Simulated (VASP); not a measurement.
The system is Pd.

```
Pd
1.0
     0.00000    1.94650    1.94650
     1.94650    0.00000    1.94650
     1.94650    1.94650    0.00000
Pd
1
Cartesian
  0.0000 0.0000 0.0000
```

| Property | Result |
| --- | --- |
| Program | VASP 6.6.1 |
| Task | relaxation of cell and atoms |
| Functional | PBE |
| Potentials or basis | VASP PAW PBE potentials, release 64 (Pd) |
| Cutoff | 600 eV |
| k mesh | 16 × 16 × 16 |
| Occupations | methfessel-paxton, width 0.1 eV |
| Spin | no spin polarisation |

At the start: pressure 6.7 GPa; volume 14.75 Å³/atom.

Task: Where does the relaxation end?

Result: Over 3 steps the energy falls by 10.9 meV/atom and the volume is 15.30 Å³/atom (+3.7 %); space group Fm-3m (No. 225, to 0.05 Å).

Step by step:
```csv
step,energy change (eV),largest force (eV/Å),pressure (GPa),volume (Å³)
1,0.0000,0.0000,6.74,14.75
2,0.0101,0.0000,-7.70,16.11
3,-0.0109,0.0000,-0.07,15.30
```

Final structure:
```
Pd
1.0
     0.00000    1.97026    1.97026
     1.97026    0.00000    1.97026
     1.97026    1.97026    0.00000
Pd
1
Direct
  0.00000 0.00000 0.00000
```
